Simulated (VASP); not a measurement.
Here is a VASP 6.6.1 calculation.

Contents of INCAR:

```
PREC = Accurate
ENCUT = 520
EDIFF = 1E-7
ISMEAR = 0
SIGMA = 0.03
LREAL = False
LASPH = True
NELM = 120
ALGO = Normal
ISIF = 3
LWAVE = False
LCHARG = False
GGA = PE
IBRION = 2
NSW = 60
EDIFFG = -0.005
POTIM = 0.3
KPAR = 4
```

File KPOINTS:

```
regular mesh
0
Gamma
  8 8 4
```

The input POSCAR:

```
Zn2CdSeS2                               
1.0
    4.0291900709      0.0000000000      0.0000000000
   -2.0145950355      3.4893809642      0.0000000000
    0.0000000000     -0.0000000000      9.9229880605
  Zn              Cd              Se              S             
     2     1     1     2
Direct
     0.3333333300000021    0.6666666699999979    0.3504909548593353
     0.6666666699999979    0.3333333300000021    0.6584814489850174
     0.0000000000000000    0.0000000000000000    0.9949209614847631
     1.0000000000000000    1.0000000000000000    0.2635038994825389
     0.6666666699999979    0.3333333300000021    0.8950986004505194
     0.3333333300000021    0.6666666699999979    0.5874788247378280
```

Potentials or basis: VASP PAW PBE potentials, release 64 (Zn, Cd, Se, S).

Command:

```sh
$ cat potpaw_PBE.64/Zn/POTCAR potpaw_PBE.64/Cd/POTCAR potpaw_PBE.64/Se/POTCAR potpaw_PBE.64/S/POTCAR > POTCAR
$ mpirun -np 4 vasp_std > vasp.out
```

Problem. Predict the space group after relaxing (to 0.05 Å).

Solution. P3m1 (No. 156).

Problem. Predict the band gap on the k mesh.

Solution. 1.20 eV, direct.

Problem. What does it give for the relaxed cell?

Solution. a = 4.029 Å, b = 4.029 Å, c = 9.925 Å, α = 90.00°, β = 90.00°, γ = 120.00°.

Final structure:
```
Zn Cd Se S
1.0
     4.02907    0.00000    0.00000
    -2.01453    3.48928    0.00000
     0.00000    0.00000    9.92469
Zn Cd Se S
2 1 1 2
Direct
  0.33333 0.66667 0.35048
  0.66667 0.33333 0.65848
  0.00000 0.00000 0.99491
  0.00000 0.00000 0.26352
  0.66667 0.33333 0.89511
  0.33333 0.66667 0.58748
```
